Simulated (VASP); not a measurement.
Computed with PBEsol GGA, VASP's PBE PAW potentials (set 64) (plane waves; VASP 6.6.1).

A VASP calculation is set up with these files.

### POSCAR
```
CsPbCl3
1
    5.7304608909     0.0000000000     0.0000000000
    0.0000000000     5.7304608909     0.0000000000
    0.0000000000     0.0000000000     5.7304608909
Cs Pb Cl
1 1 3
Direct
  0.0000000000   0.0000000000   0.0000000000
  0.5000000000   0.5000000000   0.5000000000
  0.5000000000   0.0000000000   0.5000000000
  0.0000000000   0.5000000000   0.5000000000
  0.5000000000   0.5000000000   0.0000000000
```

**KPOINTS**
```
Regular mesh
0
G
 4 4 4
```

**INCAR**
```
SYSTEM = CsPbCl3
PREC = Accurate
ENCUT = 520
EDIFF = 1E-7
NELM = 100
ALGO = Normal
LREAL = .FALSE.
LASPH = .TRUE.
ISMEAR = 0
SIGMA = 0.05
GGA = PS
LMAXMIX = 4
LWAVE = .FALSE.
LCHARG = .FALSE.
ISIF = 2
```

POTCAR, in this order: Cs_sv Pb_d Cl (PBE.64 set). Program: vasp_std.

**Question.** What will the output report for the number of irreducible k-points (NKPTS), largest plane-wave count, number of space-group operations, FFT grid (NGX, NGY, NGZ)?

**Answer.** 
* **number of irreducible k-points (NKPTS)**: 10
* **largest plane-wave count**: 5112
* **number of space-group operations**: 48
* **FFT grid (NGX, NGY, NGZ)**: 48 × 48 × 48

The compound is CsPbCl3 in the cubic perovskite structure, the ideal cubic form; the compound distorts at low or room temperature. This cell is one point of a volume scan, at 1.06 of the reference volume.
